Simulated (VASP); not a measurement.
Take TaC (rock salt), with a static lattice, in VASP with PAW potentials, and its bulk modulus.

**Question.** One run gives 315 GPa. Which level is it?
A. PBE-D3 (zero damping)
B. LDA
C. revPBE
D. vdW-DF2

**Answer.** C, revPBE.  The others give 338 (PBE-D3 (zero damping)), 358 (LDA), 283 (vdW-DF2).

Only levels that ran to the end are used. Left out are those held back, those with too coarse a band path, GW runs whose mesh misses a band edge, hybrids' fits of cells that aren't cubic and levels without matching references; a question may draw on a part of the rest.

The compound is TaC in the rock salt structure.
